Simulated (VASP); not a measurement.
Write the native input for VASP 6.6.1 that does the following.

| Quantity | Value |
| --- | --- |
| Task | single point |
| Functional | PBEsol |
| Potentials or basis | VASP PAW PBE potentials, release 64 (Si, Mo_sv) |
| Cutoff | 520 eV |
| k mesh | 18 × 18 × 18 |
| Occupations | gaussian, width 0.1 eV |
| Spin | no spin polarisation |
| Dipole correction | no |
| Further INCAR settings | ALGO = Fast; EDIFF = 1e-06; NBANDS = 18 |

The structure of Si2Mo lies in POSCAR:

```
Si2Mo
1.0
   -1.5951220180      1.5951220180      3.9104882026
    1.5951220180     -1.5951220180      3.9104882026
    1.5951220180      1.5951220180     -3.9104882026
Si Mo
2 1
Direct
    0.3350898365      0.3350898365      0.0000000000
    0.6649101635      0.6649101635      0.0000000000
    0.0000000000      0.0000000000      0.0000000000
```

The cell isn't the ideal one: relaxed again under DFT PBEsol, scalar-relativistic, plane waves, PAW.

These files were run (other wordings do the same):

INCAR

```
SYSTEM = Si2Mo
  PREC = Accurate
  ENCUT = 520
  EDIFF = 1E-6
  ISMEAR = 0
  SIGMA = 0.1
  LREAL = .FALSE.
  LASPH = .TRUE.
  NELM = 100
  ALGO = Fast
  ISIF = 2
  LWAVE = .FALSE.
  LCHARG = .TRUE.
  GGA = PS
  LELF = .TRUE.
  LVHAR = .TRUE.
  NBANDS = 18
```

KPOINTS

```
Automatic mesh
0
G
  18 18 18
  0 0 0
```

Potentials or basis: VASP PAW PBE potentials, release 64 (Si, Mo_sv).

The run is started by

```console
$ cat potpaw_PBE.64/Si/POTCAR potpaw_PBE.64/Mo_sv/POTCAR > POTCAR
$ mpirun -np 1 vasp_std > vasp.out
```

It gave:

| Property | Result |
| --- | --- |
| Pressure | 0.4 GPa |
| Largest force | 0.009 eV/Å |
| Band gap on the k mesh | none (metal or under the smearing width) |

Caveat: the PAW data sets were made with another functional, which shifts forces and pressure a little.

Wall time 4.4 min on 1 thread of Intel(R) Xeon(R) Platinum 8488C (Sapphire Rapids), on a shared host, peak memory 0.47 GiB.
